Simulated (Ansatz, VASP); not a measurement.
## Cross-check of GaN between VASP and Ansatz

Aim: how closely do two programs agree when they are given the same cell, functional and k mesh? The cell is taken from a series of runs on this material, whose earlier steps may have relaxed, scaled, displaced or heated it; both programs get it as it stands.

Calculated with Ansatz 0.2.0; plane waves, with VASP 6.6.1 beside it; relaxation of cell and atoms at LDA.

### Step 1. Set-up

Symmetry: F-43m, No. 216, cubic system. Conventional cell: a = 4.455 Å, b = 4.455 Å, c = 4.455 Å, α = 90.00°, β = 90.00°, γ = 90.00°. Nearest to Ga lie 4 N at 1.93 Å. N has 4 Ga at 1.93 Å nearest. Farther neighbours and most contacts between anions are not listed.

### Step 2. VASP: relaxation of cell and atoms, LDA

The relaxed volume is the usual yardstick between codes: in a stiff, nearly cubic crystal its relative difference is about their pressure difference at one cell divided by the bulk modulus.

Lines of VASP's logs that name or quote its potential files are left out, and so is its time.

INCAR reads:

```
SYSTEM = GaN
PREC = Accurate
ENCUT = 600
EDIFF = 1E-07
NELM = 120
ISMEAR = 0
SIGMA = 0.01
LREAL = .FALSE.
ALGO = Normal
GGA = PW92
NBANDS = 15
LORBIT = 11
LWAVE = .FALSE.
LCHARG = .FALSE.
ISIF = 3
IBRION = 2
NSW = 80
EDIFFG = -0.005
LASPH = .TRUE.
GGA_COMPAT = .FALSE.
NELMIN = 4
EFERMI = MIDGAP
```

POSCAR reads:

```
GaN
1.0
    0.0000000000      2.2276030000      2.2276030000
    2.2276030000      0.0000000000      2.2276030000
    2.2276030000      2.2276030000      0.0000000000
Ga N
1 1
Direct
    0.0000000000      0.0000000000      0.0000000000
    0.7499998878      0.7499998878      0.7499998878
```

KPOINTS reads:

```
Automatic mesh
0
Gamma
12 12 12
0 0 0
```

The projector-augmented-wave data sets are Ga_d and N (LDA family, release 64).

Command:

```console
mpirun -np 1 vasp_std
```

Numbers of over 12 decimals in the logs are rounded to 6 here.

Output:

```text
[banner, memory and clock lines left out]
running    1 mpi-ranks, on    1 nodes
 distrk:  each k-point on    1 cores,    1 groups
 distr:  one band on    1 cores,    1 groups

 POSCAR found type information on POSCAR GaN
 POSCAR found :  2 types and       2 ions
|                                                                             |
|               ----> ADVICE to this user running VASP <----                  |
|                                                                             |
|     You enforced a specific xc type in the INCAR file but a different       |
|     [... a line on the potential file left out ...]
|     I HOPE YOU KNOW WHAT YOU ARE DOING!                                     |
|                                                                             |

 LDA part: xc-table for (Slater(with rela. corr.)+PW92), standard interpolation
 POSCAR, INCAR and KPOINTS ok, starting setup
 FFT: planning ... GRIDC
 FFT: planning ... GRID_SOFT
 FFT: planning ... GRID
 WAVECAR not read
 entering main loop
       N       E                     dE             d eps       ncg     rms          rms(c)
DAV:   1     0.906960514058E+02    0.90696E+02   -0.10277E+04  2359   0.238E+03
DAV:   2    -0.936167549857E+01   -0.10006E+03   -0.93604E+02  2489   0.369E+02
DAV:   3    -0.159665549032E+02   -0.66049E+01   -0.65781E+01  2398   0.791E+01
DAV:   4    -0.160411579215E+02   -0.74603E-01   -0.74593E-01  2687   0.891E+00
DAV:   5    -0.160421318258E+02   -0.97390E-03   -0.97389E-03  2525   0.971E-01    0.763E+00
DAV:   6    -0.140075859809E+02    0.20345E+01   -0.52401E+00  3247   0.443E+01    0.266E+00
DAV:   7    -0.139802795062E+02    0.27306E-01   -0.26851E-01  2448   0.647E+00    0.168E+00
DAV:   8    -0.139555076591E+02    0.24772E-01   -0.70240E-02  2580   0.302E+00    0.696E-01
DAV:   9    -0.139521722336E+02    0.33354E-02   -0.12738E-02  2907   0.253E+00    0.198E-01
DAV:  10    -0.139522354549E+02   -0.63221E-04   -0.16077E-03  2758   0.587E-01    0.798E-02
DAV:  11    -0.139521661287E+02    0.69326E-04   -0.22935E-04  3262   0.282E-01    0.112E-02
DAV:  12    -0.139521681519E+02   -0.20232E-05   -0.18223E-05  2461   0.493E-02    0.159E-03
DAV:  13    -0.139521681198E+02    0.32087E-07   -0.64587E-07  3264   0.158E-02
   1 F= -.13952168E+02 E0= -.13952168E+02  d E =-.139522E+02
 curvature:   0.00 expect dE= 0.000E+00 dE for cont linesearch  0.000E+00
 trial: gam= 0.00000 g(F)=  0.244E-39 g(S)=  0.900E-03 ort = 0.000E+00 (trialstep = 0.100E+01)
 search vector abs. value=  0.900E-03
 bond charge predicted
       N       E                     dE             d eps       ncg     rms          rms(c)
DAV:   1    -0.139621472990E+02   -0.99791E-02   -0.11732E-01  2559   0.924E+00    0.601E-01
DAV:   2    -0.139543315822E+02    0.78157E-02   -0.10754E-02  2699   0.339E+00    0.268E-01
DAV:   3    -0.139524138245E+02    0.19178E-02   -0.17270E-03  2573   0.162E+00    0.664E-02
DAV:   4    -0.139521629781E+02    0.25085E-03   -0.24759E-04  2838   0.208E-01    0.797E-03
DAV:   5    -0.139521586525E+02    0.43256E-05   -0.81200E-06  2773   0.379E-02    0.479E-03
DAV:   6    -0.139521586261E+02    0.26399E-07   -0.78459E-08  1732   0.301E-03
   2 F= -.13952159E+02 E0= -.13952159E+02  d E =0.949373E-05
 trial-energy change:    0.000009  1 .order    0.000092   -0.000900    0.001084
 step:   0.5159(harm=  0.4537)  dis= 0.00000  next Energy=   -13.952412 (dE=-0.243E-03)
 bond charge predicted
       N       E                     dE             d eps       ncg     rms          rms(c)
DAV:   1    -0.139547387465E+02   -0.25801E-02   -0.27224E-02  2559   0.441E+00    0.293E-01
DAV:   2    -0.139528947834E+02    0.18440E-02   -0.25567E-03  2699   0.166E+00    0.130E-01
DAV:   3    -0.139524498640E+02    0.44492E-03   -0.38832E-04  2559   0.765E-01    0.328E-02
DAV:   4    -0.139523899108E+02    0.59953E-04   -0.56891E-05  2838   0.102E-01    0.307E-03
DAV:   5    -0.139523892368E+02    0.67405E-06   -0.22746E-06  2780   0.211E-02    0.222E-03
DAV:   6    -0.139523892307E+02    0.60486E-08   -0.24506E-08  1451   0.174E-03
   3 F= -.13952389E+02 E0= -.13952389E+02  d E =-.221111E-03
 curvature:  -0.22 expect dE=-0.291E-06 dE for cont linesearch -0.291E-06
 trial: gam=-0.03656 g(F)=  0.342E-39 g(S)=  0.130E-05 ort = 0.342E-04 (trialstep = 0.903E+00)
 search vector abs. value=  0.198E-08
 reached required accuracy - stopping structural energy minimisation
```

OUTCAR, selected parts (step 2):

```text
ion  position               nearest neighbor table
   1  0.000  0.000  0.000-   2 1.93   2 1.93   2 1.93   2 1.93
   2  0.750  0.750  0.750-   1 1.93   1 1.93   1 1.93   1 1.93

  LATTYP: Found a face centered cubic cell.
 ALAT       =     4.4552060000

 Subroutine GETGRP returns: Found 24 space group operations
 (whereof 24 operations were pure point group operations)

The static configuration has the point symmetry T_d .

 Found     72 irreducible k-points:

   k-points           NKPTS =     72   k-points in BZ     NKDIM =     72   number of bands    NBANDS=     15

   dimension x,y,z NGX =    28 NGY =   28 NGZ =   28
   dimension x,y,z NGXF=    56 NGYF=   56 NGZF=   56

   ENCUT  =  600.0 eV  44.10 Ry    6.64 a.u.   6.29  6.29  6.29*2*pi/ulx,y,z

   NELECT =      18.0000    total number of electrons

 k-points in reciprocal lattice and weights: Automatic mesh
   0.00000000  0.00000000  0.00000000       0.001
   0.08333333  0.00000000  0.00000000       0.005
   0.16666667  0.00000000  0.00000000       0.005
   0.25000000  0.00000000  0.00000000       0.005
   0.33333333  0.00000000  0.00000000       0.005
   0.41666667  0.00000000  0.00000000       0.005
   0.50000000  0.00000000  0.00000000       0.002
   0.08333333  0.08333333  0.00000000       0.003
   0.16666667  0.08333333  0.00000000       0.014
[...]
-0.33333333  0.50000000  0.16666667       0.007
  -0.25000000  0.50000000  0.25000000       0.003

 average (electrostatic) potential at core
       1 -64.4242       2 -61.6836

 E-fermi :   6.3461

 k-point     1 :       0.0000    0.0000    0.0000
  band No.  band energies     occupation
    ...
      5      -7.8679      2.00000
      6      -7.8679      2.00000
      7       5.3719      2.00000
      8       5.3719      2.00000
      9       5.3719      2.00000
     10       7.3204      0.00000
     11      15.6767      0.00000
     12      15.6767      0.00000
     13      15.6767      0.00000
     14      23.0952      0.00000
    ...

 k-point     2 :       0.0833    0.0000    0.0000
  band No.  band energies     occupation
    ...
      5      -7.8690      2.00000
      6      -7.8690      2.00000
      7       4.5632      2.00000
      8       5.2925      2.00000
      9       5.2925      2.00000
     10       7.9444      0.00000
     11      15.3105      0.00000
     12      15.7996      0.00000
     13      15.7996      0.00000
     14      23.1107      0.00000
    ...

 k-point     3 :       0.1667    0.0000    0.0000
  band No.  band energies     occupation
    ...
      5      -7.8697      2.00000
      6      -7.8697      2.00000
      7       3.0837      2.00000
      8       5.0858      2.00000
      9       5.0858      2.00000
     10       8.8695      0.00000
     11      14.6334      0.00000
     12      16.0484      0.00000
     13      16.0484      0.00000
     14      22.2005      0.00000
    ...

  Total        0.0042389      0.0042389      0.0042389     -0.0000000      0.0000000      0.0000000
  in kB        0.3059212      0.3059212      0.3059212     -0.0000000      0.0000000      0.0000000
  external PRESSURE =       0.3059212 kB  Pullay stress =       0.0000000 kB

  energy-cutoff  :      600.00
  volume of cell :       22.20
      direct lattice vectors                 reciprocal lattice vectors
     0.000000000  2.230694546  2.230694546    -0.224145435  0.224145435  0.224145435
     2.230694546  0.000000000  2.230694546     0.224145435 -0.224145435  0.224145435
     2.230694546  2.230694546  0.000000000     0.224145435  0.224145435 -0.224145435

 POSITION                                       TOTAL-FORCE (eV/Angst)
 -----------------------------------------------------------------------------------
      0.00000      0.00000      0.00000        -0.000000     -0.000000     -0.000000
      3.34604      3.34604      3.34604         0.000000      0.000000      0.000000
 -----------------------------------------------------------------------------------
    total drift:                                0.000290      0.000290      0.000290

  FREE ENERGIE OF THE ION-ELECTRON SYSTEM (eV)
  ---------------------------------------------------
  free  energy   TOTEN  =       -13.9523892307 eV

  energy  without entropy=      -13.9523892307  energy(sigma->0) =      -13.95238923

 reached required accuracy - stopping structural energy minimisation

 total charge
# of ion       s       p       d       tot
------------------------------------------
    1        0.804   0.947  10.195  11.946
    2        1.207   2.508   0.000   3.714
--------------------------------------------------
tot          2.011   3.455  10.195  15.661

[... 3 further parts left out ...]
```

CONTCAR:

```
GaN
   1.00000000000000
     0.0000000000000000    2.2306945460195591    2.2306945460195591
     2.2306945460195591    0.0000000000000000    2.2306945460195591
     2.2306945460195591    2.2306945460195591    0.0000000000000000
  Ga              N
     1     1
Direct
     0.0000000000000000    0.0000000000000000    0.0000000000000000
     0.7499998878000014    0.7499998878000014    0.7499998878000014
```

The run keeps the 24 symmetry operations of its start, so it cannot find a distortion of lower symmetry.

### Step 3. Ansatz: relaxation of cell and atoms, LDA

Ansatz runs on its PAW soft_1 files.

The same cell, functional (in two slightly different forms) and mesh now go to Ansatz, which takes its cutoff from its data sets.

input.yaml reads:

```yaml
crystal:
  lattice:
    - [0.0, 2.2276025128, 2.2276025128]
    - [2.2276025128, 0.0, 2.2276025128]
    - [2.2276025128, 2.2276025128, 0.0]
  atoms:
    - { symbol: Ga, position: [0.0, 0.0, 0.0] }
    - { symbol: "N", position: [0.75, 0.75, 0.75] }
kpoints:
  mp_grid: { grid: [12, 12, 12] }
hamiltonian:
  xc: lda
  pseudopotentials: { kind: paw, azcp: { folder: soft_1 }, xc_functional: pbe }
scf:
  occupations: { method: fixed }
output:
  forces: true
  stress: true
  eigenvalues: true
  write_density: true
  write_potential: true
  elf: true
  volumetric_format: npy
relax:
  adjacent_minimum: "off"
  f_tol: 0.001
  max_steps: 60
  cell: { stress_tol: 0.01 }
```

Command:

```console
ansatz run input.yaml --threads 4 --pin off --max-ram 10240MiB --backend cpu --events-out ev --progress --plain --runs-dir out
```

Output:

```text
Engine: ansatz 0.2.0, x86_64-unknown-linux-gnu
Pseudopotentials: kind: paw
Pseudopotential: Ga, paw, valence charge 13, recommended cutoff 420 eV (normal), soft_1/Ga.paw.azcp
Pseudopotential: N, paw, valence charge 5, recommended cutoff 420 eV (normal), soft_1/N.paw.azcp
Functional definition: SPW92
  exchange = slater_x
  correlation = pw_c
Crystal: 2 atoms, lattice volume = 22.108 Å³
Basis set: ecut = 420 eV, 411 PW (Γ)
Bands: 13, of which v1, the nominal top of the filled ones, is band 9 counted from 1 (8 counted from 0)
Symmetry: 24 space group operations
Space group: F-43m (ITA 216), of the structure as read, at distance tolerance 2.8e-5 Å
k-points: 72 of 1728 (time reversal used)
Non-local potential: Ga, projectors of the file, l = 0: 2, l = 1: 2, l = 2: 3, l = 3: 1
Non-local potential: N, projectors of the file, l = 0: 2, l = 1: 2, l = 2: 1
PAW form: soft (Blöchl's): semilocal exchange-correlation on the pseudo side does not see the compensation charge
PAW frozen core: Ga, regenerated for the run's functional, and the local potential with it (the file was generated under x = pbe(κ = 0.804, μ = 0.219515), c = pbe(β = 0.066725))
PAW frozen core: N, regenerated for the run's functional, and the local potential with it (the file was generated under x = pbe(κ = 0.804, μ = 0.219515), c = pbe(β = 0.066725))
PAW one-centre angular grid: Ga, 590 points (default); XC on 64 Gauss nodes
PAW one-centre angular grid: N, 110 points (default); XC on 64 Gauss nodes
Initial density: superposition of atomic densities (chi_scale 0.1, normalization cell, long waves kept (reshape's long-wave potential 0.00 eV rms))
Initial wavefunctions: pseudopotential atomic-orbital guess
Functional: x = slater, c = lda
SCF iter   1: F=—  HF=-4082.731355 eV  |F-HF|=—  |Δ(HF+E_count)|=         —  Δρ=1.07e-1  dr2=2.22e0  ethr=3.10e-3  ⟨swp⟩=4.0  Hψ=4138  notcnv=0  defer=90
preconditioner: auto → none  [insulator: Δε(μ)=2.844 eV  Ē_g=19.318 eV  n_scr=8 (ndim 8)  ℏωp=33.5 eV  f_vac=0.000  ε∞_Penn≈4.0]
SCF iter   2: F=—  HF=-4082.215355 eV  |F-HF|=—  |Δ(HF+E_count)|=   5.16e-1  Δρ=5.88e-2  dr2=4.71e-1  ethr=3.10e-3  ⟨swp⟩=2.1  Hψ=2246  notcnv=0  defer=20
SCF iter   3: F=—  HF=-4082.098833 eV  |F-HF|=—  |Δ(HF+E_count)|=   1.17e-1  Δρ=1.90e-2  dr2=3.99e-2  ethr=2.62e-3  ⟨swp⟩=2.0  Hψ=1331  notcnv=0  defer=142
SCF iter   4: F=—  HF=-4082.090622 eV  |F-HF|=—  |Δ(HF+E_count)|=   8.21e-3  Δρ=7.72e-3  dr2=5.67e-3  ethr=2.22e-4  ⟨swp⟩=2.0  Hψ=1818  notcnv=0  defer=142
SCF iter   5: F=—  HF=-4082.087862 eV  |F-HF|=—  |Δ(HF+E_count)|=   2.76e-3  Δρ=8.66e-4  dr2=4.62e-5  ethr=3.15e-5  ⟨swp⟩=2.0  Hψ=1706  notcnv=0  defer=142
SCF iter   6: F=—  HF=-4082.087848 eV  |F-HF|=—  |Δ(HF+E_count)|=   1.37e-5  Δρ=1.31e-4  dr2=1.73e-6  ethr=2.56e-7  ⟨swp⟩=2.0  Hψ=1396  notcnv=0  defer=9
SCF iter   7: F=-4082.087848 eV  HF=-4082.087848 eV  |F-HF|=5.51e-9  |Δ(HF+E_count)|=   2.63e-7  Δρ=1.19e-5  dr2=1.43e-8  ethr=5.56e-10  ⟨swp⟩=7.6  Hψ=6499  notcnv=0
SCF 1 converged in 7 iterations: F = -4082.087848 eV  dr2 = 1.43e-8
  greatest PAW one-centre occupation: 0.996 electrons in one spin orbital (limit 2), on the Ga atom at site 0 (counted from 0), in its partial waves of l = 2
relax step   1: F+E_penalty+E_count = -4082.08784805 eV  Δ(F+E_penalty+E_count) = +0.000e0 eV  max|allowed force component| = 9.830e-18 eV/Å  Δτ_max = 0.0000 Å  P = -0.000 GPa  Ω = 22.108 Å³  (7 SCF iters, dr2 threshold 1.00e-7 eV, accepted)
Initial density: handed on by an earlier stage of this run
Initial wavefunctions: pseudopotential atomic-orbital guess (no wavefunctions were taken with the density)
iter 1 solved again at ethr=8.35e-9 eV; its pass at ethr=3.10e-3 eV (dr2=1.50e-6 eV) is discarded
SCF iter   1: F=—  HF=-4082.087848 eV  |F-HF|=—  |Δ(HF+E_count)|=         —  Δρ=1.19e-5  dr2=1.43e-8  ethr=8.35e-9  ⟨swp⟩=3.1  Hψ=6878  notcnv=0  defer=114
preconditioner: auto → none  [insulator: Δε(μ)=1.961 eV  Ē_g=18.927 eV  n_scr=8 (ndim 8)  ℏωp=33.5 eV  f_vac=0.000  ε∞_Penn≈4.1]
SCF iter   2: F=—  HF=-4082.087848 eV  |F-HF|=—  |Δ(HF+E_count)|=   1.71e-9  Δρ=4.25e-6  dr2=3.42e-9  ethr=7.96e-11  ⟨swp⟩=2.1  Hψ=1211  notcnv=0  defer=114
SCF iter   3: F=—  HF=-4082.087848 eV  |F-HF|=—  |Δ(HF+E_count)|=  2.58e-10  Δρ=2.80e-6  dr2=8.53e-10  ethr=1.90e-11  ⟨swp⟩=2.3  Hψ=1284  notcnv=0  defer=114
SCF iter   4: F=—  HF=-4082.087848 eV  |F-HF|=—  |Δ(HF+E_count)|=  1.02e-10  Δρ=1.89e-7  dr2=2.08e-12  ethr=4.74e-12  ⟨swp⟩=2.6  Hψ=1405  notcnv=0  defer=114
SCF iter   5: F=-4082.087848 eV  HF=-4082.087848 eV  |F-HF|=9.09e-13  |Δ(HF+E_count)|=  1.82e-12  Δρ=1.10e-7  dr2=7.60e-13  ethr=1.00e-12  ⟨swp⟩=7.2  Hψ=4595  notcnv=0
SCF 2 converged in 5 iterations: F = -4082.087848 eV  dr2 = 7.60e-13
relax step   2: F+E_penalty+E_count = -4082.08784806 eV  Δ(F+E_penalty+E_count) = -3.552e-9 eV  max|allowed force component| = 9.252e-18 eV/Å  Δτ_max = 0.0000 Å  P = -0.001 GPa  Ω = 22.108 Å³  stress off target by 7.36e-4 GPa  SCF on the basis re-selected at this cell (its energy is not comparable with the rows above)  (5 SCF iters)
basis re-selected at this cell: Δ(F+E_penalty+E_count) = -3.552e-9 eV, ΔP = -0.001 GPa vs the last step (what re-selecting the basis moved, of the pressure what is left beyond the Pulay correction that the steps carried, after the strain that the cell walked since its last selection, with what the two solves' SCF thresholds leave and, on support functions, any second-order correction that the steps lacked; it is no m [...]
SCF converged after 5 iterations
Free energy (F): -4082.087848 eV
Harris-Foulkes:  -4082.087848 eV  (|F-HF|=9.09e-13)
Internal energy: -4082.087848 eV  (E = F + TS)
E sigma→0 (E₀):  -4082.087848 eV
Fermi energy:    9.805454 eV
--- Per-component energies (eV) ---
  E_band       = -4.801049
  E_kinetic    = 241.784213
  E_local      = -1390.187845  (includes V_loc(G=0)·N_el)
  E_nonlocal   = -51.791441
  E_hartree    = 883.351378
  E_xc         = -121.845963
  E_vxc        = -131.438444  (∫ρ·V_xc dr)
  E_paw        = -2039.316889  (= ΣΔE_a)
  E_vpaw       = -439.870894  (= ΣTr[D̂ρ^β])
  E_aug_tail   = 0.000639  (compensation charges beyond the density's cutoff)
  E_ewald      = -1605.890464
  E_core_change = 1.808525  (= ΣΔE_core)
  E_smearing   = -0.000000  (= −TS)
  E_closure    = 0.000000  (closes the sum)
  Σ components = -4082.087848   (vs F -4082.087848, Δ=0.00e0)
--- Forces (eV/Å), atoms counted from 1 ---
  atom   1  Ga     0.00000000    -0.00000000     0.00000000
  atom   2  N      0.00000000    -0.00000000     0.00000000
  max |Σ_I F_I| component: 3.15e-16 eV/Å
--- Stress (GPa, compression-positive) ---
       -0.000736       0.000000      -0.000000
       -0.000000      -0.000736       0.000000
       -0.000000       0.000000      -0.000736
  P = ⅓ Tr σ = -0.0007 GPa (-0.007 kbar)
--- Band table (eV; the first three rows and the last of 72) ---
  k-point 0: bands = [... 5 lower, -3.4683, 9.8055, 9.8055, 9.8055, 11.7667, 20.1474, 20.1474, 20.1474]
  k-point 1: bands = [... 5 lower, -3.4695, 8.9955, 9.7253, 9.7253, 12.3903, 19.7771, 20.2706, 20.2706]
  k-point 2: bands = [... 5 lower, -3.4701, 7.5114, 9.5173, 9.5173, 13.3165, 19.0935, 20.5188, 20.5188]
  k-point 71: bands = [... 5 lower, -1.2721, 3.8936, 5.9120, 5.9422, 15.9946, 18.3826, 20.2309, 20.8609]
--- Relaxed structure (1 steps of the walk, 1 accepted, 1 SCFs on fresh bases) ---
  F+E_penalty+E_count = -4082.08784806 eV   max|allowed force component| = 9.252e-18 eV/Å   (the final SCF, on the basis selected at the relaxed cell)
  cell:  # Å, volume = 22.1077 Å³
    - [0.0, 2.2276025128, 2.2276025128]
    - [2.2276025128, 0.0, 2.2276025128]
    - [2.2276025128, 2.2276025128, 0.0]
  atoms:
    - { symbol: Ga, position: [0.0, 0.0, 0.0] }
    - { symbol: N, position: [0.750000, 0.750000, 0.750000] }
```

### Step 4. Differences

Known differences besides the potentials themselves: fixed occupations in Ansatz, narrow Gaussian smearing in VASP; the cutoff is 420 eV in Ansatz and 600 eV in VASP; VASP's log shows a relativistic correction to its local exchange, Ansatz's none; Ansatz adds a Pulay correction to the stress that steers its cell, VASP none. Total energies have different zeros and are not compared.

Both answers:

```tsv
quantity	Ansatz	VASP	difference
volume (Å³)	22.11	22.20	-0.42 %
edge a after relaxation, in the typed setting (Å)	3.150	3.155	-0.14 %
```

### Step 5. What came out

| Quantity | Value |
| --- | --- |
| difference in volume (relaxation of cell and atoms, LDA) | -0.42 % |

**Reading.** The difference in volume is -0.42 % (relaxation of cell and atoms, LDA), within the 1.2 % picked in this series as the mark of a large difference, as far as the stopping tolerances let one tell. 1 further run of this series is not shown here. Such differences can come from data sets, numerical settings and the points named under the comparisons, not from the functional's error against experiment.

[Lines on the potential files, build, host, timing and source positions are cut from VASP's logs without a mark.]

[Logs are printed without paths, hosts, clocks, repeated set-up lines and the standing remarks that a program may print on its own settings, such as how far it seeks lower states.]

[Hosts, paths, dates, database ids (printed as entryN), source tags and the programs' standing remarks are cut or masked in the printed files.]
